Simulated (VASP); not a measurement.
# Br2Zn in VASP: settings compared

One molecule, Br2Zn, is run at these levels: SCAN, BEEF-vdW, B3LYP+TS; tasks: single point.

All numbers are computed with VASP 6.6.1; they aren't measurements. Logs are shortened: lines on timing, memory, paths and dates and some standing lists are left out, and cuts for length are marked.

## Step 1: The molecule as given

The cell holds a molecule in a box, 3 atoms: a = 11.000 Å, b = 13.000 Å, c = 11.000 Å, α = 90.00°, β = 90.00°, γ = 90.00°.

## Step 2: Single point, SCAN

File INCAR:

```
SYSTEM = ZnBr2
PREC = Accurate
ENCUT = 520
EDIFF = 1E-6
ISMEAR = 0
SIGMA = 0.01
LREAL = .False.
LASPH = .True.
NELM = 100
ALGO = Normal
ISIF = 2
LWAVE = .False.
LCHARG = .False.
METAGGA = SCAN
LMIXTAU = .True.
```

File KPOINTS:

```
Automatic mesh
0
Gamma
  1 1 1
  0 0 0
```

File POSCAR:

```
ZnBr2
1.0
   11.0000000000      0.0000000000      0.0000000000
    0.0000000000     13.0000000000      0.0000000000
    0.0000000000      0.0000000000     11.0000000000
Br Zn
2 1
Cartesian
    6.4922999900      8.3799999400      6.2651499900
    4.5337000500      4.6619999400      4.8028500300
    5.5110000000      6.5225000100      5.5330500500
```

Potentials or basis: VASP PAW PBE potentials, release 64 (Br, Zn).

Launch:

```sh
$ cat potpaw_PBE.64/Br/POTCAR potpaw_PBE.64/Zn/POTCAR > POTCAR
$ mpirun -np 1 vasp_gam > vasp.out
```

OUTCAR:

```text
SYSTEM = ZnBr2
   PREC = Accurate
   ENCUT = 520
   EDIFF = 1E-6
   ISMEAR = 0
   LREAL = .False.
   LASPH = .True.
   NELM = 100
   ISIF = 2
   METAGGA = SCAN

 ion  position               nearest neighbor table
   1  0.590  0.645  0.570-   3 2.22
   2  0.412  0.359  0.437-   3 2.22
   3  0.501  0.502  0.503-   1 2.22   2 2.22

  LATTYP: Found a simple tetragonal cell.
 ALAT       =    11.0000000000
 C/A-ratio  =     1.1818181818

  Lattice vectors:

 A1 = ( -11.0000000000,   0.0000000000,   0.0000000000)
 A2 = (   0.0000000000,   0.0000000000,  11.0000000000)
 A3 = (   0.0000000000,  13.0000000000,   0.0000000000)

Analysis of symmetry for initial positions (statically):
=====================================================================
 Subroutine PRICEL returns:
 Original cell was already a primitive cell.

 Routine SETGRP: Setting up the symmetry group for a
 simple tetragonal supercell.

 Subroutine GETGRP returns: Found  1 space group operations
 (whereof  1 operations were pure point group operations)
 out of a pool of 16 trial point group operations.

The static configuration has the point symmetry C_1 .

Analysis of symmetry for dynamics (positions and initial velocities):
=====================================================================
 Subroutine PRICEL returns:
 Original cell was already a primitive cell.

 Routine SETGRP: Setting up the symmetry group for a
 simple tetragonal supercell.

 Subroutine GETGRP returns: Found  1 space group operations
 (whereof  1 operations were pure point group operations)
 out of a pool of 16 trial point group operations.

The dynamic configuration has the point symmetry C_1 .

 Subroutine INISYM returns: Found  1 space group operations
 (whereof  1 operations are pure point group operations),
 and found     1 'primitive' translations

----------------------------------------------------------------------------------------

                                     Primitive cell

  volume of cell :    1573.0000

  direct lattice vectors                    reciprocal lattice vectors
    11.000000000  0.000000000  0.000000000     0.090909091  0.000000000  0.000000000
     0.000000000 13.000000000  0.000000000     0.000000000  0.076923077  0.000000000
     0.000000000  0.000000000 11.000000000     0.000000000  0.000000000  0.090909091

  length of vectors
    11.000000000 13.000000000 11.000000000     0.090909091  0.076923077  0.090909091

  position of ions in fractional coordinates (direct lattice)
     0.590209090  0.644615380  0.569559090
     0.412154550  0.358615380  0.436622730
     0.501000000  0.501730770  0.503004550

  ion indices of the primitive-cell ions
   primitive index   ion index
                 1           1
                 2           2
                 3           3

----------------------------------------------------------------------------------------

 KPOINTS: Automatic mesh

Automatic generation of k-mesh.
 Grid dimensions read from file:
 generate k-points for:    1    1    1

 Generating k-lattice:

  Cartesian coordinates                     Fractional coordinates (reciprocal lattice)
     0.090909091  0.000000000  0.000000000     1.000000000  0.000000000  0.000000000
     0.000000000  0.076923077  0.000000000     0.000000000  1.000000000  0.000000000
     0.000000000  0.000000000  0.090909091     0.000000000  0.000000000  1.000000000

  Length of vectors
     0.090909091  0.076923077  0.090909091

  Shift w.r.t. Gamma in fractional coordinates (k-lattice)
     0.000000000  0.000000000  0.000000000

 Subroutine IBZKPT returns following result:
 ===========================================

 Found      1 irreducible k-points:

 Following reciprocal coordinates:
            Coordinates               Weight
  0.000000  0.000000  0.000000      1.000000
   k-points           NKPTS =      1   k-points in BZ     NKDIM =      1   number of bands    NBANDS=     17
   number of dos      NEDOS =    301   number of ions     NIONS =      3
   total plane-waves  NPLWV = 691488
   dimension x,y,z NGX =    84 NGY =   98 NGZ =   84
   dimension x,y,z NGXF=   168 NGYF=  196 NGZF=  168
   ions per type =               2   1
   NGX,Y,Z   is equivalent  to a cutoff of  12.70, 12.53, 12.70 a.u.
   NGXF,Y,Z  is equivalent  to a cutoff of  25.39, 25.06, 25.39 a.u.
 SYSTEM =  ZnBr2
   PREC   = accura    normal or accurate (medium, high low for compatibility)
   ISTART =      0    job   : 0-new  1-cont  2-samecut
   ICHARG =      2    charge: 1-file 2-atom 10-const
   ISPIN  =      1    spin polarized calculation?
   LNONCOLLINEAR =      F non collinear calculations
   LSORBIT =      F    spin-orbit coupling
   LASPH  =      T    aspherical Exc in radial PAW
   ENCUT  =  520.0 eV  38.22 Ry    6.18 a.u.  20.45 24.17 20.45*2*pi/ulx,y,z
   NELM   =    100;   NELMIN=  2; NELMDL= -5     # of ELM steps
   EDIFF  = 0.1E-05   stopping-criterion for ELM
   LREAL  =      F    real-space projection
   EDIFFG = 0.1E-04   stopping-criterion for IOM
   NSW    =      0    number of steps for IOM
   IBRION =     -1    ionic relax: 0-MD 1-quasi-New 2-CG
   NFREE  =      0    steps in history (QN), initial steepest desc. (CG)
   ISIF   =      2    stress and relaxation
   ISYM   =      2    0-nonsym 1-usesym 2-fastsym
   POTIM  = 0.5000    time-step for ionic-motion
   TEBEG  =    0.0;   TEEND  =   0.0 temperature during run
   PSTRESS=    0.0 pullay stress
   NELECT =      26.0000    total number of electrons
   NUPDOWN=      -1.0000    fix difference up-down
   EMIN   =  10.00;   EMAX   =-10.00  energy-range for DOS
   EFERMI =   0.00;   METHOD = LEGACY
   ISMEAR =     0;   SIGMA  =   0.01  broadening in eV -4-tet -1-fermi 0-gaus
   EFERMI_NEDOS =   21; number of points for ismear=-14 and -15
   IALGO  =     38    algorithm
   IMIX   =      4    mixing-type and parameters
     AMIX     =   0.40;   BMIX     =  1.00
     AMIX_MAG =   1.60;   BMIX_MAG =  1.00
  volume/ion in A,a.u.               =     524.33      3538.38
  Fermi-wavevector in a.u.,A,eV,Ry     =   0.417020  0.788053  2.366125  0.173905
  Thomas-Fermi vector in A             =   1.376994
   LORBIT       =      0    0 simple, 1 ext, 2 COOP (PROOUT), +10 PAW based schemes
   METAGGA = SCAN    functional components
   LHFCALC =     F    Hartree Fock is set to
   AEXX    =    0.0000 exact exchange contribution
   IVDW    =     0    specifies the selected vdW correction
   LEPSILON=     F    determine dielectric tensor
   LRPA    =     F    only Hartree local field effects (RPA)
 non-spin polarized calculation
 Gauss-broadening in eV      SIGMA  =   0.01
  energy-cutoff  :      520.00
  volume of cell :     1573.00
 maximum number of plane-waves:     21209
 NGX is ok and might be reduce to    84
   NGX = 41   NGY = 49   NGZ = 41

 number of electron      26.0000000 magnetization

 Free energy of the ion-electron system (eV)
  ---------------------------------------------------
  ext. energy  EPLUGINS =         0.00000000
  ---------------------------------------------------
  free energy    TOTEN  =       -53.88139573 eV

  energy without entropy =      -53.88139573  energy(sigma->0) =      -53.88139573

 E-fermi :  -7.2216     XC(G=0):  -0.7732

 val. band max:       -7.2704754300   @ k =   0.0000   0.0000   0.0000
 cond. band min:      -2.2719111701   @ k =   0.0000   0.0000   0.0000
 fundamental gap:      4.9985642599
 Fermi energy:        -7.2216040370

 k-point     1 :       0.0000    0.0000    0.0000
  band No.  band energies     occupation
      1     -20.5989      2.00000
      2     -20.3585      2.00000
      3     -13.0228      2.00000
      4     -12.7773      2.00000
      5     -12.7754      2.00000
      6     -12.6786      2.00000
[... 9 lines left out ...]
     16      -0.6793      0.00000
     17       0.2651      0.00000

------------------------ aborting loop because EDIFF is reached ----------------------------------------

  FORCE on cell =-STRESS in cart. coord.  units (eV):
  Direction    XX          YY          ZZ          XY          YZ          ZX
  --------------------------------------------------------------------------------------
  -------------------------------------------------------------------------------------
  Total       -0.4625627     -1.5822844     -0.2186161     -0.7930029     -0.6268720     -0.3226909
  in kB       -0.4711427     -1.6116340     -0.2226712     -0.8077122     -0.6384998     -0.3286764
  external PRESSURE =      -0.7684826 kB  Pullay stress =       0.0000000 kB

 VOLUME and BASIS-vectors are now :
 -----------------------------------------------------------------------------
  energy-cutoff  :      520.00
  volume of cell :     1573.00
      direct lattice vectors                 reciprocal lattice vectors
    11.000000000  0.000000000  0.000000000     0.090909091  0.000000000  0.000000000
     0.000000000 13.000000000  0.000000000     0.000000000  0.076923077  0.000000000
     0.000000000  0.000000000 11.000000000     0.000000000  0.000000000  0.090909091

 POSITION                                       TOTAL-FORCE (eV/Angst)
 -----------------------------------------------------------------------------------
      6.49230      8.38000      6.26515        -0.230760     -0.395102     -0.146394
      4.53370      4.66200      4.80285         0.201604      0.434294      0.177057
      5.51100      6.52250      5.53305         0.029157     -0.039192     -0.030663
 -----------------------------------------------------------------------------------
    total drift:                                0.035410     -0.067442     -0.045873

  FREE ENERGIE OF THE ION-ELECTRON SYSTEM (eV)
  ---------------------------------------------------
  free  energy   TOTEN  =       -53.8813957273 eV

  energy  without entropy=      -53.8813957273  energy(sigma->0) =      -53.88139573
```

Wall time 8.3 min (1 thread of Intel Xeon Platinum 8559C (Emerald Rapids), shared host); peak memory 1.4 GiB.

Results:

```
Free energy                     : -53.8814 eV
Largest force                   : 0.510 eV/Å
Gap between the frontier levels : 5.00 eV
```

Forces on the atoms (eV/Å):
```
Br  -0.231 -0.395 -0.146
Br   0.202  0.434  0.177
Zn   0.029 -0.039 -0.031
```

Caveat: the PAW data sets were made with another functional, which shifts forces and pressure a little.

## Step 3: Single point, BEEF-vdW

File INCAR:

```
PREC = Accurate
ENCUT = 520
EDIFF = 1E-6
ISMEAR = 0
SIGMA = 0.01
LREAL = F
LASPH = T
NELM = 100
ALGO = Normal
ISIF = 2
LWAVE = F
LCHARG = F
GGA = BF
LUSE_VDW = T
ZAB_VDW = -1.8867
```

File KPOINTS:

```
Automatic mesh
0
Gamma
  1 1 1
```

POSCAR is that of step 2.

Potentials or basis: VASP PAW PBE potentials, release 64 (Br, Zn).

Launch:

```sh
$ cat potpaw_PBE.64/Br/POTCAR potpaw_PBE.64/Zn/POTCAR > POTCAR
$ mpirun -np 1 vasp_gam > vasp.out
```

Wall time 19 min (1 thread of Intel Xeon Platinum 8559C (Emerald Rapids), shared host); peak memory 3.9 GiB.

It converged, with:

```yaml
Free_energy: 0.3756 eV
Largest_force: 0.085 eV/Å
Gap_between_the_frontier_levels: 4.39 eV
```

Forces in eV/Å, atoms in the order of the input:
```
Br   0.035  0.072  0.028
Br  -0.040 -0.068 -0.028
Zn   0.006 -0.004  0.000
```

Levels at points of the mesh, in eV from the valence-band top:
| k point | band 10 | band 11 | band 12 | band 13 | band 14 | band 15 | band 16 | band 17 |
| --- | --- | --- | --- | --- | --- | --- | --- | --- |
| (0.00, 0.00, 0.00) | -0.38 | -0.38 | 0.00 | 0.00 | 4.39 | 5.94 | 5.94 | 6.84 |

Caveat: the PAW data sets were made with another functional, which shifts forces and pressure a little.

## Step 4: Single point, B3LYP+TS

File POSCAR:

```
ZnBr2
1.0
   11.0000000000      0.0000000000      0.0000000000
    0.0000000000     13.0000000000      0.0000000000
    0.0000000000      0.0000000000     11.0000000000
Br Zn
2 1
Direct
    0.5902090900      0.6446153800      0.5695590900
    0.4121545500      0.3586153800      0.4366227300
    0.5010000000      0.5017307700      0.5030045500
```

File INCAR.step1:

```
PREC = Accurate ; ENCUT = 520
EDIFF = 1E-5 ; ISMEAR = 0
SIGMA = 0.01 ; LREAL = F
LASPH = T ; NELM = 100
ALGO = Normal ; ISIF = 2
LWAVE = T ; LCHARG = F
NBANDS = 20 ; GGA = PE
```

File INCAR.step2:

```
PREC = Accurate ; ENCUT = 520
EDIFF = 1E-6 ; ISMEAR = 0
SIGMA = 0.01 ; LREAL = F
LASPH = T ; NELM = 100
ALGO = Normal ; ISIF = 2
LWAVE = F ; LCHARG = F
GGA = B3 ; LHFCALC = T
AEXX = 0.2 ; AGGAX = 0.72
AGGAC = 0.81 ; ALDAC = 0.19
PRECFOCK = Fast ; HFRCUT = -1
IVDW = 2 ; NBANDS = 20
ISTART = 1
```

File KPOINTS:

```
regular mesh
0
Gamma
  1 1 1
```

Potentials or basis: VASP PAW PBE potentials, release 64 (Br, Zn).

Launch:

```sh
$ cat potpaw_PBE.64/Br/POTCAR potpaw_PBE.64/Zn/POTCAR > POTCAR
$ cp INCAR.step1 INCAR
$ mpirun -np 1 vasp_gam > vasp.out
$ cp INCAR.step2 INCAR
$ mpirun -np 1 vasp_gam > vasp.out
```

OUTCAR:

```text
PREC = Accurate
   ENCUT = 520
   EDIFF = 1E-6
   ISMEAR = 0
   LREAL = F
   LASPH = T
   NELM = 100
   ISIF = 2
   GGA = B3
   LHFCALC = T
   AEXX = 0.2
   PRECFOCK = Fast
   IVDW = 2
   ISTART = 1
  IVDW =   2

 ion  position               nearest neighbor table
   1  0.590  0.645  0.570-   3 2.22
   2  0.412  0.359  0.437-   3 2.22
   3  0.501  0.502  0.503-   1 2.22   2 2.22

  LATTYP: Found a simple tetragonal cell.
 ALAT       =    11.0000000000
[... 208 lines left out ...]

  Tkatchenko/Scheffler method for vdW energy calculation

  Number of pair interactions contributing to vdW energy:    1993

  Edisp (eV):   -0.01607

  FORCE on cell =-STRESS in cart. coord.  units (eV):
  Direction    XX          YY          ZZ          XY          YZ          ZX
  --------------------------------------------------------------------------------------
  -------------------------------------------------------------------------------------
  Total      -0.08663    -0.11691    -0.07203    -0.04784    -0.03437    -0.01796
  in kB      -0.08824    -0.11907    -0.07336    -0.04873    -0.03501    -0.01829
  external pressure =       -0.09 kB  Pullay stress =        0.00 kB

 VOLUME and BASIS-vectors are now :
 -----------------------------------------------------------------------------
  energy-cutoff  :      520.00
  volume of cell :     1573.00
      direct lattice vectors                 reciprocal lattice vectors
    11.000000000  0.000000000  0.000000000     0.090909091  0.000000000  0.000000000
     0.000000000 13.000000000  0.000000000     0.000000000  0.076923077  0.000000000
     0.000000000  0.000000000 11.000000000     0.000000000  0.000000000  0.090909091

 POSITION                                       TOTAL-FORCE (eV/Angst)
 -----------------------------------------------------------------------------------
      6.49230      8.38000      6.26515        -0.013461     -0.023956     -0.009779
      4.53370      4.66200      4.80285         0.012839      0.028661      0.009498
      5.51100      6.52250      5.53305         0.000623     -0.004706      0.000281
 -----------------------------------------------------------------------------------
    total drift:                               -0.001486     -0.002144     -0.000645

  FREE ENERGIE OF THE ION-ELECTRON SYSTEM (eV)
  ---------------------------------------------------
  free  energy   TOTEN  =        -7.6266722304 eV

  energy  without entropy=       -7.6266722304  energy(sigma->0) =       -7.62667223
```

Run time: 6.4 min. Hardware: 1 thread of Intel Xeon Platinum 8559C (Emerald Rapids), shared host; peak memory 1.2 GiB.

Results:

```yaml
Free_energy: -7.6267 eV
Largest_force: 0.033 eV/Å
Gap_between_the_frontier_levels: 6.01 eV
Hirshfeld_charges: Br -0.21; Zn +0.42 e
Dispersion_energy_per_atom: -0.005 eV
```

Forces in eV/Å, atoms in the order of the input:
```
Br  -0.013 -0.024 -0.010
Br   0.013  0.029  0.009
Zn   0.001 -0.005  0.000
```

Caveat: the PAW data sets were made with another functional, which shifts forces and pressure a little.

## Step 5: The reference run

An earlier run on the cell as given: functional PBE; potentials or basis VASP PAW PBE potentials, release 64 (Br, Zn); cutoff 520 eV; k mesh 1 × 1 × 1; occupations gaussian, width 0.01 eV; no spin polarisation.

* Largest force: 0.120 eV/Å
* Gap between the frontier levels: 4.47 eV

## Step 6: The runs side by side

```csv
level,grid for exact exchange (PRECFOCK),exchange at q = 0,gap on the mesh (eV),largest force (eV/Å)
SCAN,-,-,5.00,0.51
BEEF-vdW,-,-,4.39,0.09
B3LYP+TS,Fast,truncated,6.01,0.03
PBE,-,-,4.47,0.12
```

Alike in all rows: task single point; potentials or basis VASP PAW PBE potentials, release 64 (Br, Zn); no spin polarisation; cell as given; k mesh 1 × 1 × 1; cutoff (eV) 520; smearing gaussian 0.01 eV.

On the cell as given the gap runs from 4.39 eV (BEEF-vdW) to 6.01 eV (B3LYP+TS).

Caveats: the PAW data sets were made with another functional, which shifts forces and pressure a little (some runs).

Total energies depend on the potentials used, so only differences within one code and one set of settings carry meaning.
